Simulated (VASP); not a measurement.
Given:

```
CELL_PARAMETERS angstrom
      4.70753     0.00000     0.00000
      0.00000     4.70753     0.00000
      0.00000     0.00000     4.70753
ATOMIC_POSITIONS crystal
  Ag 0.75000 0.25000 0.75000
  Ag 0.25000 0.75000 0.75000
  Ag 0.75000 0.75000 0.25000
  Ag 0.25000 0.25000 0.25000
  O  0.00000 0.00000 0.00000
  O  0.50000 0.50000 0.50000
```

All values below come from PW91 GGA, VASP's PBE PAW potentials (set 64) (plane waves; VASP). Run with 520 eV cut-off, 7×7×7 Γ-centred mesh, first-order Methfessel-Paxton smearing of 0.10 eV, potentials Ag O.

Q: Predict the energy per atom (σ→0), pressure, band gap (on the k-mesh) with the smallest direct gap where there is one.

A: 
| Item | Value |
|---|---|
| band gap (on the k-mesh) | 0.06 eV |
| smallest direct gap (on the k-mesh) | 0.06 eV |
| energy per atom (σ→0) | -3.602 eV/atom |
| pressure | 5.19 GPa |

The compound is Ag2O in the cuprite structure. This cell is one point of a volume scan, at 0.94 of the reference volume.
